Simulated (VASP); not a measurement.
Here is the system:

```xyz
4
Lattice="1.2627 -2.1870 0.0000 1.2627 2.1870 0.0000 0.0000 0.0000 4.1782" Properties=species:S:1:pos:R:3 pbc="T T T"
B      1.2627    -0.7290     2.0904
B      1.2627     0.7290     0.0013
N      1.2627    -0.7290     3.6547
N      1.2627     0.7290     1.5656
```

Calculation: LDA (Ceperley-Alder, Perdew-Zunger), VASP's LDA PAW potentials (set 64) (plane waves; VASP). Settings: 520 eV cut-off, 11×11×6 Γ-centred mesh, tetrahedra with Blöchl corrections, potentials B N.

The cores are frozen, which limits the accuracy of field gradients.

Problem. Give the principal components of the electric field gradient (V/Å²) and the asymmetry η at each nucleus.

Solution. 
```
atom   Vxx   Vyy  Vzz     η
----  ----  ----  ---  ----
B1    -0.4  -0.4  0.8  0.00
B2    -0.4  -0.4  0.8  0.00
N3    -2.4  -2.4  4.8  0.00
N4    -2.4  -2.4  4.8  0.00
```

The compound is BN in the wurtzite structure, a metastable high-pressure form. It was relaxed first.
